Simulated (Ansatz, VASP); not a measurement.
# Si53O26 in two plane-wave programs, part 2 of 3

One calculation is typed for both programs; each brings its own data sets. How far apart do they land? Of the first pair: The structure shown is frame 23 of Ansatz's trajectory.

VASP 6.6.1 and Ansatz 0.2.0.

So far. Step 3 (VASP: single point, r2SCAN, pair 1): The run ends at a pressure of -2.70 GPa, with forces up to 3.9 eV/Å.

## 4. Side by side

Known differences besides the potentials themselves: VASP keeps PBE cores, Ansatz makes them for the functional; the cutoff is 500 eV in Ansatz and 580 eV in VASP (PREC = Accurate, projectors in real space). Total energies have different zeros and are not compared.

Forces on 9 of the 79 atoms, those with the largest forces and the largest differences (eV/Å; atoms numbered as in POSCAR):

```csv
atom,"Ansatz x, y, z","VASP x, y, z"
Si8,"-0.539, -3.070, 0.469","-0.522, -3.058, 0.498"
Si12,"-2.814, 0.397, 2.189","-2.772, 0.390, 2.150"
Si20,"1.765, 1.484, 3.068","1.777, 1.475, 3.059"
Si21,"2.332, 0.611, 2.340","2.231, 0.580, 2.316"
Si28,"3.640, -1.411, -0.357","3.602, -1.394, -0.365"
Si41,"-1.973, -0.259, 0.442","-1.920, -0.275, 0.375"
Si50,"2.707, 1.248, -0.389","2.674, 1.202, -0.389"
O60,"3.129, 0.633, 1.133","3.162, 0.686, 1.160"
O72,"0.430, 1.781, -0.723","0.497, 1.837, -0.728"
```

The forces differ by 22 meV/Å r.m.s., which is 2.1 % of the r.m.s. force of 1.042 eV/Å (both taken over all components).

## 5. Ansatz: dynamics, r2SCAN

One frame of this run of dynamics is then solved in both programs, so the motion causes no difference.

The structure compared here is frame 47 of Ansatz's trajectory.

File input.yaml:

```yaml
crystal:
  lattice:
    - [11.195, 0.0, 0.0]
    - [0.0, 11.195, 0.0]
    - [0.0, 0.0, 11.195]
  atoms:
    - { symbol: Si, position: [0.71334, 0.22344, 0.02865] }
    - { symbol: Si, position: [0.38426, 0.88762, 0.99047] }
    - { symbol: Si, position: [0.37708, 0.48587, 0.02294] }
    - { symbol: Si, position: [0.42935, 0.88245, 0.44011] }
    - { symbol: Si, position: [0.72539, 0.02531, 0.12237] }
    - { symbol: Si, position: [0.63518, 0.04294, 0.71459] }
    - { symbol: Si, position: [0.07438, 0.13879, 0.651] }
    - { symbol: Si, position: [0.89662, 0.64706, 0.44207] }
    - { symbol: Si, position: [0.28696, 0.6698, 0.36904] }
    - { symbol: Si, position: [0.20236, 0.31348, 0.66541] }
    - { symbol: Si, position: [0.36503, 0.83315, 0.79188] }
    - { symbol: Si, position: [0.46605, 0.41886, 0.19746] }
    - { symbol: Si, position: [0.67882, 0.41005, 0.73654] }
    - { symbol: Si, position: [0.5851, 0.08706, 0.26254] }
    - { symbol: Si, position: [0.02799, 0.72957, 0.88772] }
    - { symbol: Si, position: [0.65329, 0.62822, 0.70416] }
    - { symbol: Si, position: [0.66998, 0.3395, 0.2075] }
    - { symbol: Si, position: [0.08945, 0.48681, 0.50048] }
    - { symbol: Si, position: [0.29024, 0.90353, 0.22925] }
    - { symbol: Si, position: [0.90228, 0.39882, 0.34718] }
    - { symbol: Si, position: [0.77654, 0.60199, 0.2242] }
    - { symbol: Si, position: [0.08465, 0.30316, 0.16739] }
    - { symbol: Si, position: [0.05656, 0.45328, 0.93724] }
    - { symbol: Si, position: [0.80668, 0.92567, 0.87716] }
    - { symbol: Si, position: [0.40214, 0.26852, 0.87614] }
    - { symbol: Si, position: [0.58345, 0.79568, 0.80177] }
    - { symbol: Si, position: [0.92822, 0.096, 0.8029] }
    - { symbol: Si, position: [0.14172, 0.79394, 0.05563] }
    - { symbol: Si, position: [0.60967, 0.2281, 0.83403] }
    - { symbol: Si, position: [0.90991, 0.30316, 0.86712] }
    - { symbol: Si, position: [0.37737, 0.08782, 0.21132] }
    - { symbol: Si, position: [0.39928, 0.23684, 0.66563] }
    - { symbol: Si, position: [0.94111, 0.02198, 0.45241] }
    - { symbol: Si, position: [0.64749, 0.70878, 0.43617] }
    - { symbol: Si, position: [0.91201, 0.00767, 0.22981] }
    - { symbol: Si, position: [0.48375, 0.58337, 0.39046] }
    - { symbol: Si, position: [0.20573, 0.68449, 0.75826] }
    - { symbol: Si, position: [0.58845, 0.81119, 0.01527] }
    - { symbol: Si, position: [0.37339, 0.09957, 0.99779] }
    - { symbol: Si, position: [0.68979, 0.24337, 0.45051] }
    - { symbol: Si, position: [0.10119, 0.24227, 0.42145] }
    - { symbol: Si, position: [0.73638, 0.05606, 0.53002] }
    - { symbol: Si, position: [0.54893, 0.36136, 0.56374] }
    - { symbol: Si, position: [0.59363, 0.65392, 0.16074] }
    - { symbol: Si, position: [0.15872, 0.68353, 0.5455] }
    - { symbol: Si, position: [0.63167, 0.92938, 0.40259] }
    - { symbol: Si, position: [0.95849, 0.17341, 0.09303] }
    - { symbol: Si, position: [0.0266, 0.81626, 0.42654] }
    - { symbol: Si, position: [0.20984, 0.53881, 0.13292] }
    - { symbol: Si, position: [0.26564, 0.24698, 0.27253] }
    - { symbol: Si, position: [0.22682, 0.46531, 0.80874] }
    - { symbol: Si, position: [0.98431, 0.80017, 0.21289] }
    - { symbol: Si, position: [0.42348, 0.0232, 0.68306] }
    - { symbol: O, position: [0.16733, 0.65342, 0.0565] }
    - { symbol: O, position: [0.70652, 0.92151, 0.00883] }
    - { symbol: O, position: [0.76498, 0.65285, 0.36577] }
    - { symbol: O, position: [0.643, 0.2216, 0.30592] }
    - { symbol: O, position: [0.1426, 0.34867, 0.52582] }
    - { symbol: O, position: [0.81448, 0.31993, 0.43379] }
    - { symbol: O, position: [0.96202, 0.51151, 0.43049] }
    - { symbol: O, position: [0.04067, 0.12461, 0.50127] }
    - { symbol: O, position: [0.11398, 0.42377, 0.08214] }
    - { symbol: O, position: [0.0018, 0.58741, 0.92271] }
    - { symbol: O, position: [0.38577, 0.96202, 0.55529] }
    - { symbol: O, position: [0.67818, 0.9241, 0.79443] }
    - { symbol: O, position: [0.02375, 0.3164, 0.30924] }
    - { symbol: O, position: [0.33987, 0.40691, 0.89851] }
    - { symbol: O, position: [0.3369, 0.81505, 0.34632] }
    - { symbol: O, position: [0.50813, 0.55436, 0.24426] }
    - { symbol: O, position: [0.78941, 0.4435, 0.25132] }
    - { symbol: O, position: [0.22817, 0.57859, 0.26978] }
    - { symbol: O, position: [0.89662, 0.68209, 0.19092] }
    - { symbol: O, position: [0.37257, 0.34766, 0.27541] }
    - { symbol: O, position: [0.81468, 0.35811, 0.76961] }
    - { symbol: O, position: [0.69619, 0.67386, 0.57193] }
    - { symbol: O, position: [0.8575, 0.23463, 0.99875] }
    - { symbol: O, position: [0.90079, 0.81113, 0.85611] }
    - { symbol: O, position: [0.27084, 0.86132, 0.09018] }
    - { symbol: O, position: [0.48404, 0.47562, 0.49026] }
kpoints:
  mp_grid: { grid: [1, 1, 1] }
hamiltonian:
  xc: r2scan
scf:
  occupations: { method: gaussian, width: 0.05 }
output:
  forces: true
md:
  timestep: 1.0
  n_steps: 70
  ensemble: nvt_nose_hoover
  temperature: 300
  initial_velocities: maxwell_boltzmann
  seed: 6190
```

Command:

```sh
$ ansatz run input.yaml --threads 4 --pin off --max-ram 8192MiB --backend cpu --events-out ev --progress --plain --runs-dir out
```

Numbers of over 12 decimals in the logs are rounded to 6 here.

What it wrote:

```text
[...]
Crystal: 79 atoms, lattice volume = 1403.047 Å³
Basis set: ecut = 500 eV, 35585 PW (Γ), exchange–correlation on 360×360×360 points (64 copies of the dense FFT grid, shifted against one another)
Bands: 263, of which v1, the nominal top of the filled ones, is band 184 counted from 1 (183 counted from 0)
Symmetry: 1 space group operations
k-points: 1
[...]
atom  77  O      1.30506730    -1.65243704    -1.15879847
  atom  78  O      2.13611078     0.13162404     0.09105024
  atom  79  O     -0.66394653     0.48236889    -0.29298378
  max |Σ_I F_I| component: 2.86e-5 eV/Å
--- Band table (eV) ---
  k-point 0: bands = [... 180 lower, 5.3586, 5.5108, 5.6651, 5.7696, 5.8675, 6.0483, 6.1960, 6.2414, ... 75 higher]
--- MD trajectory: 70 steps, t = 0.0 → 70.0 fs ---
[...]
conserved energy: peak-to-peak 2.067e-2 eV (2.616e-4 eV/atom) over 70.0 fs
[key lines of the parts left out:]
SCF converged after 2 iterations
Free energy (F): -48642.372348 eV
Fermi energy:    5.818571 eV
```

## 6. VASP: single point, r2SCAN, pair 2

The same cell, functional, mesh and smearing now go to VASP, with its own data sets.

File INCAR:

```
SYSTEM = Si53O26
PREC = Accurate
ENCUT = 580
EDIFF = 1E-06
NELM = 120
ISMEAR = 0
SIGMA = 0.05
LREAL = Auto
ALGO = Normal
METAGGA = R2SCAN
LASPH = .TRUE.
NBANDS = 240
LORBIT = 11
LWAVE = .FALSE.
LCHARG = .FALSE.
ISIF = 2
GGA_COMPAT = .FALSE.
LMIXTAU = .TRUE.
NCORE = 2
```

File POSCAR:

```
Si53O26
1.0
   11.1950000000      0.0000000000      0.0000000000
    0.0000000000     11.1950000000      0.0000000000
    0.0000000000      0.0000000000     11.1950000000
Si O
53 26
Direct
    0.6990263510      0.1945243412      0.0223581956
    0.3868423403      0.8944975435      0.9890844127
    0.4098883430      0.5213934792      0.0102009826
    0.4447610540      0.8602679768      0.4852255471
    0.7269584636      0.0184993301      0.1137472086
    0.6307101385      0.0621795444      0.7144171505
    0.0894595802      0.1159892809      0.6938543993
    0.9000446628      0.6501473872      0.5080839661
    0.2948191157      0.6566949531      0.3964269763
    0.1983474766      0.2880750335      0.6685216615
    0.3779097812      0.8310138455      0.7768468066
    0.4506297454      0.4020455561      0.1871371148
    0.6834658330      0.4109155873      0.7269584636
    0.5790799464      0.0602501117      0.2576686021
    0.0261188030      0.7319696293      0.8706833408
    0.6655917820      0.6097722197      0.7028852166
    0.6298972756      0.3108262617      0.1652612774
    0.0935774900      0.5182938812      0.5802679768
    0.2366770880      0.9272979008      0.2411165699
    0.8910317106      0.4072711032      0.3623403305
    0.8008128629      0.6104332291      0.2181509603
    0.1076462707      0.2979723091      0.1359446181
    0.0321125502      0.4665475659      0.9020634212
    0.8137025458      0.9304600268      0.8711389013
    0.4154533274      0.2593747209      0.8780527021
    0.5808932559      0.7598838767      0.8084591335
    0.9262706565      0.1102813756      0.8035283609
    0.1085037963      0.7811612327      0.0582134882
    0.6194729790      0.2466458240      0.8501384547
    0.8996069674      0.3030281376      0.8572934346
    0.3771147834      0.1005538187      0.2020366235
    0.3968468066      0.2315765967      0.6767485485
    0.9269138008      0.0053952657      0.4240375167
    0.6482179544      0.7153818669      0.4311478339
    0.9045109424      0.0088164359      0.2183474766
    0.4825725770      0.5899062081      0.4177311300
    0.2098972756      0.6880661009      0.7442340331
    0.5739169272      0.7943546226      0.0119696293
    0.3891469406      0.0960428763      0.0083966056
    0.6846806610      0.2356409111      0.4617239839
    0.1060294774      0.2231710585      0.4069048682
    0.7476820009      0.0530326038      0.5361232693
    0.5536042876      0.3581062975      0.5667530147
    0.5938276016      0.6518892363      0.1603305047
    0.1645466726      0.7180616347      0.5407503350
    0.6417865118      0.9229656096      0.4018758374
    0.9624028584      0.1562661903      0.0757838321
    0.0301384547      0.8230817329      0.4168557392
    0.2245645377      0.5505672175      0.1390888790
    0.2710674408      0.2622956677      0.2662438589
    0.2099866012      0.4782224207      0.7700044663
    0.9814024118      0.8073514962      0.2247610540
    0.4118803037      0.0181777579      0.6757838321
    0.1534881644      0.6469673962      0.0718088432
    0.7384100045      0.9093613220      0.0140419830
    0.7677623939      0.6529968736      0.3779633765
    0.6550692273      0.2180794998      0.3092898615
    0.1584546673      0.3321036177      0.5239749888
    0.8149173738      0.3263421170      0.4540866458
    0.9628226887      0.5263599821      0.4227512282
    0.0116748548      0.1225100491      0.4563644484
    0.0840732470      0.4336757481      0.0818669049
    0.9698883430      0.5951764180      0.8998213488
    0.3775524788      0.9847253238      0.5347833854
    0.7097454221      0.9054935239      0.7745511389
    0.0046806610      0.3186869138      0.3318803037
    0.3601161233      0.4012773560      0.9141849040
    0.3511924967      0.8351764180      0.3335149620
    0.4944350156      0.5431621259      0.2648682448
    0.8387583743      0.4601875837      0.2280571684
    0.2300133988      0.6059848146      0.2758106297
    0.9196337651      0.6830728004      0.1759624833
    0.3700401965      0.3595355069      0.2942474319
    0.8270567218      0.3920232247      0.7689593569
    0.6739079946      0.6654041983      0.5712460920
    0.8425279142      0.2878785172      0.0116033944
    0.8959088879      0.8087003126      0.8701920500
    0.2627958910      0.8550781599      0.0748995087
    0.5092451987      0.4651272890      0.4783206789
```

File KPOINTS:

```
Automatic mesh
0
Gamma
1 1 1
0 0 0
```

PAW data sets: Si and O (PBE family, release 64).

Command:

```sh
$ mpirun -np 8 vasp_gam
```

What it wrote:

```text
[banner, memory and clock lines left out]
running    8 mpi-ranks, on    1 nodes
[...]
[... a notice as in an earlier step ...]

 LDA part: xc-table for (None), standard interpolation
 POSCAR, INCAR and KPOINTS ok, starting setup
[...]
entering main loop
       N       E                     dE             d eps       ncg     rms          rms(c)
DAV:   1     0.263180375636E+04    0.26318E+04   -0.20171E+05   488   0.158E+03
DAV:   2    -0.432978494858E+03   -0.30648E+04   -0.29000E+04   584   0.308E+02
DAV:   3    -0.798184981085E+03   -0.36521E+03   -0.35764E+03   576   0.106E+02
DAV:   4    -0.809761120282E+03   -0.11576E+02   -0.11445E+02   568   0.202E+01
[...]
DAV:  21    -0.676453160788E+03   -0.34804E-04   -0.43163E-05   504   0.194E-02    0.777E-03
DAV:  22    -0.676453166889E+03   -0.61007E-05   -0.76614E-06   528   0.103E-02    0.599E-03
DAV:  23    -0.676453167336E+03   -0.44752E-06   -0.76197E-06   504   0.803E-03
   1 F= -.67645317E+03 E0= -.67645251E+03  d E =-.130714E-02
```

From OUTCAR (step 6):

```text
  FREE ENERGIE OF THE ION-ELECTRON SYSTEM (eV)
  ---------------------------------------------------
  free  energy   TOTEN  =      -676.4531673360 eV

  energy  without entropy=     -676.4518602000  energy(sigma->0) =     -676.45251377
```

The run ends at a pressure of -2.51 GPa, with forces up to 4.7 eV/Å.

## 7. Differences

Forces on 9 of the 79 atoms, those with the largest forces and the largest differences (eV/Å; atoms numbered as in POSCAR):

```
atom          Ansatz x, y, z            VASP x, y, z
Si12    2.956, 3.037, -1.893    3.026, 3.053, -1.951
Si24    0.730, -0.641, 1.246    0.796, -0.597, 1.291
Si41    -0.868, 3.051, 0.618    -0.825, 3.074, 0.601
Si49    1.900, -2.428, 0.504    1.895, -2.461, 0.477
Si50  -2.416, -2.204, -0.051  -2.468, -2.271, -0.049
 O56   3.145, -1.760, -1.940   3.203, -1.789, -1.971
 O65   -1.786, 1.224, -0.645   -1.876, 1.210, -0.702
 O70     0.129, 1.350, 2.587     0.124, 1.332, 2.579
 O73    -0.933, 0.495, 2.942    -0.948, 0.508, 2.974
```

The forces differ by 26 meV/Å r.m.s., which is 2.4 % of the r.m.s. force of 1.066 eV/Å (both taken over all components).

## 8. Ansatz: dynamics, r2SCAN

One frame of this run of dynamics is then solved in both programs, so the motion causes no difference.

The structure compared here is frame 70 of Ansatz's trajectory.

input.yaml is that of step 5.

Command:

```sh
$ ansatz run input.yaml --threads 4 --pin off --max-ram 8192MiB --backend cpu --events-out ev --progress --plain --runs-dir out
```

What it wrote:

```text
[...]
Crystal: 79 atoms, lattice volume = 1403.047 Å³
Basis set: ecut = 500 eV, 35585 PW (Γ), exchange–correlation on 360×360×360 points (64 copies of the dense FFT grid, shifted against one another)
Bands: 263, of which v1, the nominal top of the filled ones, is band 184 counted from 1 (183 counted from 0)
Symmetry: 1 space group operations
k-points: 1
[...]
atom  77  O      1.30506730    -1.65243704    -1.15879847
  atom  78  O      2.13611078     0.13162404     0.09105024
  atom  79  O     -0.66394653     0.48236889    -0.29298378
  max |Σ_I F_I| component: 2.86e-5 eV/Å
--- Band table (eV) ---
  k-point 0: bands = [... 180 lower, 5.3586, 5.5108, 5.6651, 5.7696, 5.8675, 6.0483, 6.1960, 6.2414, ... 75 higher]
--- MD trajectory: 70 steps, t = 0.0 → 70.0 fs ---
[...]
conserved energy: peak-to-peak 2.067e-2 eV (2.616e-4 eV/atom) over 70.0 fs
[key lines of the parts left out:]
SCF converged after 2 iterations
Free energy (F): -48642.372348 eV
Fermi energy:    5.818571 eV
```

[end of part 2 of 3]

[Lines on the potential files, build, host, timing and source positions are cut from VASP's logs without a mark.]

[Logs are printed without paths, hosts, clocks, repeated set-up lines and the standing remarks that a program may print on its own settings, such as how far it seeks lower states.]

[Hosts, paths, dates, database ids (printed as entryN), source tags and the programs' standing remarks are cut or masked in the printed files.]
